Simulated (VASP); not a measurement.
Input of a VASP 6.6.1 run:

File INCAR:

```
PREC = Accurate
ENCUT = 600
EDIFF = 1E-6
ISMEAR = 0
SIGMA = 0.1
LREAL = F
LASPH = T
NELM = 100
ALGO = Fast
ISIF = 3
LWAVE = F
LCHARG = F
GGA = PS
IBRION = 2
NSW = 100
EDIFFG = -0.002
```

File KPOINTS:

```
regular mesh
0
Gamma
  8 8 8
```

Contents of POSCAR:

```
LaMg2
1.0
    0.0000000000      4.4050000000      4.4050000000
    4.4050000000      0.0000000000      4.4050000000
    4.4050000000      4.4050000000      0.0000000000
La Mg
2 4
Direct
    0.7500000000      0.7500000000      0.7500000000
    0.5000000000      0.5000000000      0.5000000000
    0.1250000000      0.1250000000      0.1250000000
    0.6250000000      0.1250000000      0.1250000000
    0.1250000000      0.1250000000      0.6250000000
    0.1250000000      0.6250000000      0.1250000000
```

Potentials or basis: VASP PAW PBE potentials, release 64 (La, Mg).

Command:

```console
$ cat potpaw_PBE.64/La/POTCAR potpaw_PBE.64/Mg/POTCAR > POTCAR
$ mpirun -np 1 vasp_std > vasp.out
```

(1) What does it give for the relaxed volume?

(2) Estimate the relaxed cell.

(3) Predict the space group after relaxing (to 0.05 Å).

## Answers

(1) 27.26 Å³/atom.

(2) a = 6.139 Å, b = 6.139 Å, c = 6.139 Å, α = 60.00°, β = 60.00°, γ = 60.00°.

(3) Fd-3m (No. 227).

Caveat: the PAW data sets were made with another functional, which shifts forces and pressure a little.
